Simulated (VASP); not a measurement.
Crystal: Nb2B.

```
Nb B
1.0
     4.40760    0.00000    0.00000
    -2.20380    3.81710    0.00000
     0.00000    0.00000    2.66855
Nb B
2 1
Direct
  0.33333 0.66667 0.50000
  0.66667 0.33333 0.50000
  0.00000 0.00000 0.00000
```

The cell was built by a generator and needn't be a form met in nature.

- Program: VASP 6.6.1
- Task: single point
- Functional: PBE
- Potentials or basis: VASP PAW PBE potentials, release 64 (Nb_sv, B)
- Cutoff: 520 eV
- k mesh: 7 × 7 × 10
- Occupations: fermi-dirac, width 0.05 eV
- Spin: no spin polarisation

On this cell: pressure -0.1 GPa; largest force under 0.003 eV/Å; band gap on the k mesh none (metal or under the smearing width).

The same run follows on a disturbed copy (atoms moved at random, drawn with an rms of 0.05 Å):

```
CELL_PARAMETERS angstrom
4.40760 0.00000 0.00000
-2.20380 3.81710 0.00000
0.00000 0.00000 2.66855
ATOMIC_POSITIONS crystal
Nb 0.33267 0.67493 0.50464
Nb 0.66960 0.32849 0.48747
B 0.97299 0.97963 0.99779
```

Q: What changes?

A: The energy (extrapolated to zero smearing) moves by +5.4 meV/atom; pressure 0.1 GPa; largest force 0.600 eV/Å; band gap on the k mesh none (metal or under the smearing width).

Forces in eV/Å, atoms in the order of the input:
```
Nb   0.358 -0.429  0.119
Nb  -0.357  0.466 -0.126
B   -0.001 -0.037  0.007
```

Stress tensor (GPa, compression positive):
```
-3.07  2.76  0.09
 2.76  3.14 -0.13
 0.09 -0.13  0.33
```
